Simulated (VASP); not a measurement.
The system is PmTe.

```
CELL_PARAMETERS angstrom
3.76291 0.00000 0.00000
0.00000 3.76291 0.00000
0.00000 0.00000 3.76291
ATOMIC_POSITIONS crystal
Pm 0.00000 0.00000 0.00000
Te 0.50000 0.50000 0.50000
```

The cell comes from a database or a generator and needn't be the stable form of this composition.

Base run:

```yaml
Program: VASP 6.6.1
Functional: PBEsol
Potentials_or_basis: VASP PAW PBE potentials, release 64 (Pm, Te)
Cutoff: 520 eV
k_mesh: 5 × 5 × 5
Occupations: gaussian, width 0.05 eV
Spin: no spin polarisation
Hubbard_terms: Pm f U = 5 eV
```

Its results: band gap on the k mesh none (metal or under the smearing width); pressure 2.6 GPa.

Problem. The run is repeated on the same cell with these changes: spin from no spin polarisation to collinear spin, ferromagnetic start; further incar settings from ALGO = Normal; EDIFF = 1e-06; NBANDS = 18 to ALGO = Normal; EDIFF = 1e-06; NBANDS = 22. What comes out?

Solution. Band gap on the k mesh none (metal or under the smearing width); pressure 5.0 GPa; net moment 4.97 μB per cell; site moments Pm +4.58; Te -0.08 μB.

Caveats: the PAW data sets were made with another functional, which shifts forces and pressure a little; the U is typed as a test and isn't derived for this compound; U without spin polarisation on a metal has little footing (some runs); the magnetic or orbital state may not be the lowest (some runs); spin-orbit coupling is left out, which moves the levels of the heavy elements (some runs).

Not every run made on this cell is shown here.
